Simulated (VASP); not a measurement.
## Rb3Hg: single point with LDA

Crystal: Rb3Hg.

```xyz
4
Lattice="0.0000 5.0931 5.0931 5.0931 0.0000 5.0931 5.0931 5.0931 0.0000" Properties=species:S:1:pos:R:3 pbc="T T T"
Rb    2.5465    2.5465    2.5465
Rb    7.6396    7.6396    7.6396
Rb    5.0931    5.0931    5.0931
Hg    0.0000    0.0000    0.0000
```

The cell comes from a database or a generator and needn't be the stable form of this composition.

| Quantity | Value |
| --- | --- |
| Program | VASP 6.6.1 |
| Task | single point |
| Functional | LDA |
| Potentials or basis | VASP PAW LDA potentials, release 64 (Rb_sv, Hg) |
| Cutoff | 520 eV |
| k mesh | 4 × 4 × 4 |
| Occupations | fermi-dirac, width 0.3 eV |
| Spin | no spin polarisation |

The pressure is -0.9 GPa. The band gap on the k mesh is none (metal or under the smearing width).

Levels at points of the mesh, in eV from the Fermi level:
```tsv
k point	band 16	band 17	band 18	band 19	band 20	band 21	band 22	band 23
(0.00, 0.00, 0.00)	-6.70	-6.70	-4.32	-0.43	0.82	0.82	0.82	1.76
(0.50, 0.00, 0.00)	-6.70	-6.70	-4.08	-1.07	0.69	0.69	0.87	1.80
(0.50, 0.50, 0.00)	-6.70	-6.70	-4.04	-0.75	0.19	0.67	0.67	0.77
```

It took 110 s on 1 thread of Intel(R) Xeon(R) Platinum 8488C (Sapphire Rapids), with other jobs on the host, peak memory 0.32 GiB.

Spin-orbit coupling is left out, which matters for the levels of Hg.
